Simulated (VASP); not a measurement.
## Relaxed cell of MnSi (Brownleeite): a test of cutoff and mesh

Aim: test the relaxed volume of MnSi (Brownleeite) against cutoff and mesh. The starting structure is a measured crystal structure from the Crystallography Open Database. The first relaxation on each setting starts from this cell expanded by 3 % in volume.

Program: VASP 6.6.1. Level of theory: Kohn-Sham DFT with plane waves and PAW; PBEsol. Results are calculated unless marked as measured.

### Step 1. Set-up

The structure is cubic, space group P2_13 (No. 198). Conventional cell: a = 4.558 Å, b = 4.558 Å, c = 4.558 Å, α = 90.00°, β = 90.00°, γ = 90.00°. Mn has 7 Si at 2.31 to 2.54 Å nearest. Nearest to Si lie 7 Mn at 2.31 to 2.54 Å. Farther neighbours are not listed.

### Step 2. Reference relaxation

This run starts from the cell of an earlier relaxation, which isn't shown; the restart sets up the plane waves anew.

Contents of INCAR:

```
SYSTEM = MnSi
PREC = Accurate
ENCUT = 450
EDIFF = 1E-06
NELM = 100
ISMEAR = 0
SIGMA = 0.05
LREAL = .FALSE.
ALGO = Normal
GGA = PS
NBANDS = 46
ISPIN = 2
MAGMOM = 4 -4 4 -4 0 0 0 0
LASPH = .TRUE.
LMAXMIX = 4
LORBIT = 11
LWAVE = .FALSE.
LCHARG = .FALSE.
KPAR = 8
IBRION = 2
NSW = 50
ISIF = 3
EDIFFG = -0.006
```

Contents of POSCAR:

```
MnSi
1.0
    4.4540683618      0.0000000000      0.0000000000
    0.0000000000      4.4538074577      0.0000000000
    0.0000000000      0.0000000000      4.4537588608
Mn Si
4 4
Direct
    0.8621384355      0.6378471314      0.3621099360
    0.6378615645      0.3621528686      0.8621099360
    0.3621384355      0.8621528686      0.6378900640
    0.1378615645      0.1378471314      0.1378900640
    0.1542281815      0.3457867403      0.6542809252
    0.3457718185      0.6542132597      0.1542809252
    0.6542281815      0.1542132597      0.3457190748
    0.8457718185      0.8457867403      0.8457190748
```

Contents of KPOINTS:

```
Automatic mesh
0
Gamma
6 6 6
0 0 0
```

Potentials, in the order of the species: Mn_pv and Si (PBE family, release 64).

Command:

```console
$ mpirun -np 8 vasp_std
```

The log of the run:

```text
[banner, memory and clock lines left out]
running    8 mpi-ranks, on    1 nodes
 distrk:  each k-point on    1 cores,    8 groups
 distr:  one band on    1 cores,    1 groups

 POSCAR found type information on POSCAR MnSi
 POSCAR found :  2 types and       8 ions
|                                                                             |
|           W    W    AA    RRRRR   N    N  II  N    N   GGGG   !!!           |
|           W    W   A  A   R    R  NN   N  II  NN   N  G    G  !!!           |
|           W    W  A    A  R    R  N N  N  II  N N  N  G       !!!           |
|           W WW W  AAAAAA  RRRRR   N  N N  II  N  N N  G  GGG   !            |
|           WW  WW  A    A  R   R   N   NN  II  N   NN  G    G                |
|           W    W  A    A  R    R  N    N  II  N    N   GGGG   !!!           |
|                                                                             |
|     For optimal performance we recommend to set                             |
|       NCORE = 2 up to number-of-cores-per-socket                            |
|     NCORE specifies how many cores store one orbital (NPAR=cpu/NCORE).      |
|     This setting can greatly improve the performance of VASP for DFT.       |
|     The default, NCORE=1 might be grossly inefficient on modern             |
|     multi-core architectures or massively parallel machines. Do your        |
|     Unfortunately you need to use the default for GW and RPA                |
|     calculations (for HF NCORE is supported but not extensively tested      |
|     yet).                                                                   |
|                                                                             |

|                                                                             |
|               ----> ADVICE to this user running VASP <----                  |
|                                                                             |
|     You enforced a specific xc type in the INCAR file but a different       |
|     [... a line on the potential file left out ...]
|     I HOPE YOU KNOW WHAT YOU ARE DOING!                                     |
|                                                                             |

 LDA part: xc-table for (Slater+PW92), standard interpolation
 POSCAR, INCAR and KPOINTS ok, starting setup
 FFT: planning ... GRIDC
 FFT: planning ... GRID_SOFT
 FFT: planning ... GRID
 WAVECAR not read
 entering main loop
       N       E                     dE             d eps       ncg     rms          rms(c)
DAV:   1     0.760786048760E+03    0.76079E+03   -0.33160E+04 11872   0.161E+03
DAV:   2    -0.111335000474E+02   -0.77192E+03   -0.73980E+03 11776   0.496E+02
DAV:   3    -0.691513590120E+02   -0.58018E+02   -0.56077E+02 12976   0.147E+02
DAV:   4    -0.708456635432E+02   -0.16943E+01   -0.16811E+01 14466   0.247E+01
DAV:   5    -0.708773859315E+02   -0.31722E-01   -0.31707E-01 13718   0.375E+00    0.466E+01
DAV:   6    -0.722073330665E+02   -0.13299E+01   -0.13773E+02 13882   0.852E+01    0.288E+01
DAV:   7    -0.662766521394E+02    0.59307E+01   -0.51853E+01 12898   0.556E+01    0.105E+01
DAV:   8    -0.661598886498E+02    0.11676E+00   -0.35157E+00 13244   0.107E+01    0.384E+00
DAV:   9    -0.661544608765E+02    0.54278E-02   -0.26772E-01 14146   0.314E+00    0.166E+00
DAV:  10    -0.661621100754E+02   -0.76492E-02   -0.51147E-02 13704   0.125E+00    0.994E-01
DAV:  11    -0.661674474199E+02   -0.53373E-02   -0.33761E-02 15446   0.111E+00    0.354E-01
DAV:  12    -0.661688716651E+02   -0.14242E-02   -0.75890E-03 15474   0.474E-01    0.221E-01
DAV:  13    -0.661693506460E+02   -0.47898E-03   -0.17340E-03 14718   0.191E-01    0.140E-01
DAV:  14    -0.661697827327E+02   -0.43209E-03   -0.25819E-03 16168   0.313E-01    0.897E-02
[...]
DAV:  24    -0.661705509053E+02   -0.13812E-05   -0.91877E-04 16220   0.209E-01    0.153E-02
DAV:  25    -0.661705371219E+02    0.13783E-04   -0.21567E-03 16490   0.314E-01    0.215E-02
DAV:  26    -0.661705585029E+02   -0.21381E-04   -0.75844E-05 12310   0.700E-02    0.117E-02
DAV:  27    -0.661705596478E+02   -0.11449E-05   -0.94479E-06  8958   0.191E-02    0.713E-03
DAV:  28    -0.661705589588E+02    0.68899E-06   -0.98824E-05 15052   0.572E-02    0.191E-02
DAV:  29    -0.661705579417E+02    0.10170E-05   -0.20705E-04 15710   0.976E-02    0.199E-02
DAV:  30    -0.661705609816E+02   -0.30398E-05   -0.72962E-06 12250   0.196E-02    0.530E-03
DAV:  31    -0.661705610927E+02   -0.11115E-06   -0.10309E-07  6038   0.231E-03
   1 F= -.66170561E+02 E0= -.66165678E+02  d E =-.661706E+02  mag=     0.0000
[... from here on, the cycles between the ionic steps are left out ...]
   2 F= -.66170516E+02 E0= -.66165689E+02  d E =0.454102E-04  mag=    -0.0000
   3 F= -.66170623E+02 E0= -.66165784E+02  d E =-.615243E-04  mag=     0.0000
   4 F= -.66170620E+02 E0= -.66165781E+02  d E =-.591412E-04  mag=    -0.0000
   5 F= -.66170600E+02 E0= -.66165757E+02  d E =-.389219E-04  mag=     0.0000
   6 F= -.66170616E+02 E0= -.66165777E+02  d E =-.550884E-04  mag=     0.0000
   7 F= -.66170619E+02 E0= -.66165782E+02  d E =-.578028E-04  mag=     0.0000
 curvature:  -0.01 expect dE=-0.579E-06 dE for cont linesearch -0.548E-06
 ZBRENT: interpolating
 opt :   0.3337  next Energy=   -66.170620 (dE=-0.593E-04)
 bond charge predicted
       N       E                     dE             d eps       ncg     rms          rms(c)
DAV:   1    -0.661706203146E+02   -0.12887E-05   -0.80023E-06 12206   0.262E-02    0.882E-03
DAV:   2    -0.661706207187E+02   -0.40418E-06   -0.13038E-05 10780   0.285E-02    0.889E-03
DAV:   3    -0.661706195893E+02    0.11295E-05   -0.36447E-06  9584   0.155E-02    0.106E-03
DAV:   4    -0.661706195666E+02    0.22625E-07   -0.20286E-07  5924   0.225E-03
   8 F= -.66170620E+02 E0= -.66165784E+02  d E =-.584739E-04  mag=    -0.0000
 curvature:  -0.00 expect dE=-0.867E-07 dE for cont linesearch -0.708E-07
 trial: gam=-0.18382 g(F)=  0.367E-05 g(S)=  0.234E-04 ort = 0.792E-04 (trialstep = 0.867E+00)
 search vector abs. value=  0.754E-05
 reached required accuracy - stopping structural energy minimisation
```

Wall time 95 s (8 MPI ranks of Intel Xeon 6975P-C (Granite Rapids), shared host); peak memory 3.5 GiB.

Lines that name or quote the potential files are left out of all logs, and their timing lines are given in words.

Parts of OUTCAR (step 2):

```text
ion  position               nearest neighbor table
   1  0.862  0.638  0.362-   5 2.25   8 2.35   6 2.35   7 2.35   6 2.48   7 2.48   8 2.48   4 2.73
                             4 2.73   2 2.73   2 2.73   3 2.73   3 2.73
   2  0.638  0.362  0.862-   6 2.25   7 2.35   5 2.35   8 2.35   5 2.48   8 2.48   7 2.48   3 2.73
                             3 2.73   1 2.73   1 2.73   4 2.73   4 2.73
   3  0.362  0.862  0.638-   7 2.25   6 2.35   8 2.35   5 2.35   8 2.48   5 2.48   6 2.48   2 2.73
                             2 2.73   4 2.73   4 2.73   1 2.73   1 2.73
   4  0.138  0.138  0.138-   8 2.25   5 2.35   7 2.35   6 2.35   7 2.48   6 2.48   5 2.48   1 2.73
                             1 2.73   3 2.73   3 2.73   2 2.73   2 2.73
   5  0.154  0.346  0.654-   1 2.25   4 2.35   2 2.35   3 2.35   2 2.48   3 2.48   4 2.48   8 2.75
                             8 2.75   6 2.75   6 2.75   7 2.75   7 2.75
   6  0.346  0.654  0.154-   2 2.25   3 2.35   1 2.35   4 2.35   1 2.48   4 2.48   3 2.48   7 2.75
                             7 2.75   5 2.75   5 2.75   8 2.75   8 2.75
   7  0.654  0.154  0.346-   3 2.25   2 2.35   4 2.35   1 2.35   4 2.48   1 2.48   2 2.48   6 2.75
                             6 2.75   8 2.75   8 2.75   5 2.75   5 2.75
   8  0.846  0.846  0.846-   4 2.25   1 2.35   3 2.35   2 2.35   3 2.48   2 2.48   1 2.48   5 2.75
                             5 2.75   7 2.75   7 2.75   6 2.75   6 2.75

  LATTYP: Found a simple orthorhombic cell.
 ALAT       =     4.4537588608
 B/A-ratio  =     1.0000109114
 C/A-ratio  =     1.0000694921

 Subroutine GETGRP returns: Found  4 space group operations
 (whereof  1 operations were pure point group operations)

The static configuration has the point symmetry C_1 .
 The point group associated with its full space group is D_2 .

 Found     64 irreducible k-points:

   k-points           NKPTS =     64   k-points in BZ     NKDIM =     64   number of bands    NBANDS=     46

   dimension x,y,z NGX =    32 NGY =   32 NGZ =   32
   dimension x,y,z NGXF=    64 NGYF=   64 NGZF=   64

   ENCUT  =  450.0 eV  33.07 Ry    5.75 a.u.   7.70  7.70  7.70*2*pi/ulx,y,z

   NELECT =      68.0000    total number of electrons

 k-points in reciprocal lattice and weights: Automatic mesh
   0.00000000  0.00000000  0.00000000       0.005
   0.16666667  0.00000000  0.00000000       0.009
   0.33333333  0.00000000  0.00000000       0.009
   0.50000000  0.00000000  0.00000000       0.005
   0.00000000  0.16666667  0.00000000       0.009
   0.16666667  0.16666667  0.00000000       0.019
   0.33333333  0.16666667  0.00000000       0.019
   0.50000000  0.16666667  0.00000000       0.009
   0.00000000  0.33333333  0.00000000       0.009
[...]
0.33333333  0.50000000  0.50000000       0.009
   0.50000000  0.50000000  0.50000000       0.005

 average (electrostatic) potential at core
       1 -62.6344       2 -62.6344       3 -62.6344       4 -62.6344       5 -77.2757
       6 -77.2757       7 -77.2757       8 -77.2757

 E-fermi :  11.5450

 spin component 1
 k-point     1 :       0.0000    0.0000    0.0000
  band No.  band energies     occupation
    ...
     27       9.3147      1.00000
     28       9.3251      1.00000
     29       9.8500      1.00000
     30       9.8636      1.00000
     31       9.8796      1.00000
     32      11.7419      0.00000
     33      11.7581      0.00000
     34      11.7638      0.00000
     35      11.9335      0.00000
     36      11.9543      0.00000
    ...

 k-point     2 :       0.1667    0.0000    0.0000
  band No.  band energies     occupation
    ...
     28       9.3603      1.00000
     29       9.7342      1.00000
     30       9.8374      1.00000
     31      10.1794      1.00000
     32      11.4745      0.97687
     33      11.5955      0.07680
     34      11.8708      0.00000
     35      11.9338      0.00000
     36      12.0118      0.00000
     37      12.5780      0.00000
    ...

 k-point     3 :       0.3333    0.0000    0.0000
  band No.  band energies     occupation
    ...
     29       9.6946      1.00000
     30      10.0986      1.00000
     31      10.3377      1.00000
     32      11.0461      1.00000
     33      11.5320      0.64406
     34      11.7135      0.00000
     35      11.9490      0.00000
     36      12.0704      0.00000
     37      12.3660      0.00000
     38      12.5368      0.00000
    ...

 k-point     4 :       0.5000    0.0000    0.0000
  band No.  band energies     occupation
    ...
     28       9.3878      1.00000
     29      10.0075      1.00000
     30      10.0075      1.00000
     31      10.7251      1.00000
     32      10.7251      1.00000
     33      11.5791      0.16715
     34      11.5791      0.16715
     35      12.0324      0.00000
     36      12.0324      0.00000
     37      12.3133      0.00000
    ...

 k-point     5 :       0.0000    0.1667    0.0000
  band No.  band energies     occupation
    ...
     28       9.3703      1.00000
     29       9.7339      1.00000
     30       9.8390      1.00000
     31      10.1787      1.00000
     32      11.4795      0.96801
     33      11.5907      0.09802
     34      11.8667      0.00000
     35      11.9273      0.00000
     36      12.0223      0.00000
     37      12.5772      0.00000
    ...

 k-point     6 :       0.1667    0.1667    0.0000
  band No.  band energies     occupation
    ...
     29       9.6920      1.00000
     30       9.9275      1.00000
     31      10.3185      1.00000
     32      11.4282      0.99952
     33      11.4904      0.93862
     34      11.7168      0.00000
     35      11.8833      0.00000
     36      12.0344      0.00000
     37      12.4414      0.00000
     38      12.7954      0.00000
    ...

  Total       -0.0017268     -0.0436388     -0.0444315      0.0000000      0.0000000      0.0000000
  in kB       -0.0313360     -0.7919245     -0.8063093      0.0000000      0.0000000      0.0000000
  external PRESSURE =      -0.5431899 kB  Pullay stress =       0.0000000 kB

  energy-cutoff  :      450.00
  volume of cell :       88.29
      direct lattice vectors                 reciprocal lattice vectors
     4.453414815  0.000000000  0.000000000     0.224546790  0.000000000  0.000000000
     0.000000000  4.452519825  0.000000000     0.000000000  0.224591925  0.000000000
     0.000000000  0.000000000  4.452466067     0.000000000  0.000000000  0.224594637

 POSITION                                       TOTAL-FORCE (eV/Angst)
 -----------------------------------------------------------------------------------
      3.83946      2.84001      1.61225        -0.001203      0.000881     -0.003601
      2.84066      1.61251      3.83848         0.001203     -0.000881     -0.003601
      1.61275      3.83877      2.84022        -0.001203     -0.000881      0.003601
      0.61396      0.61375      0.61399         0.001203      0.000881      0.003601
      0.68685      1.53964      2.91319        -0.000137      0.001616      0.001096
      1.53986      2.91288      0.68695         0.000137     -0.001616      0.001096
      2.91356      0.68662      1.53928        -0.000137     -0.001616     -0.001096
      3.76657      3.76590      3.76551         0.000137      0.001616     -0.001096
 -----------------------------------------------------------------------------------
    total drift:                               -0.000002     -0.000003     -0.000000

  FREE ENERGIE OF THE ION-ELECTRON SYSTEM (eV)
  ---------------------------------------------------
  free  energy   TOTEN  =       -66.1706195666 eV

  energy  without entropy=      -66.1609490409  energy(sigma->0) =      -66.16578430

 reached required accuracy - stopping structural energy minimisation

 total charge
# of ion       s       p       d       tot
------------------------------------------
    1        0.351   6.417   5.353  12.121
    2        0.351   6.417   5.353  12.121
    3        0.351   6.417   5.353  12.121
    4        0.351   6.417   5.353  12.121
    5        0.744   0.930   0.000   1.674
    6        0.744   0.930   0.000   1.674
    7        0.744   0.930   0.000   1.674
    8        0.744   0.930   0.000   1.674
--------------------------------------------------
tot          4.381  29.386  21.412  55.179

 magnetization (x)
# of ion       s       p       d       tot
------------------------------------------
    1        0.001   0.002   0.105   0.107
    2       -0.001  -0.002  -0.105  -0.107
    3        0.001   0.002   0.105   0.107
    4       -0.001  -0.002  -0.105  -0.107
    5        0.000   0.000   0.000   0.000
    6       -0.000  -0.000   0.000  -0.000
    7        0.000   0.000   0.000   0.000
    8       -0.000  -0.000   0.000  -0.000
--------------------------------------------------
tot          0.000   0.000   0.000   0.000

[... 1 further part left out ...]
```

The PAW data sets were made with PBE, which is usual practice but a small mismatch for other functionals. The run keeps the 4 symmetry operations of its start, so it cannot find a distortion of lower symmetry.

The reference relaxation ends at 11.036 Å³ an atom.

(Part 1 of 3 ends here.)

[Lines on the potential files, build, host, timing and source positions are cut from VASP's logs without a mark.]

[Logs are printed without paths, hosts, clocks, repeated set-up lines and the standing remarks that a program may print on its own settings, such as how far it seeks lower states.]

[Hosts, paths, dates, database ids (printed as entryN), source tags and the programs' standing remarks are cut or masked in the printed files.]
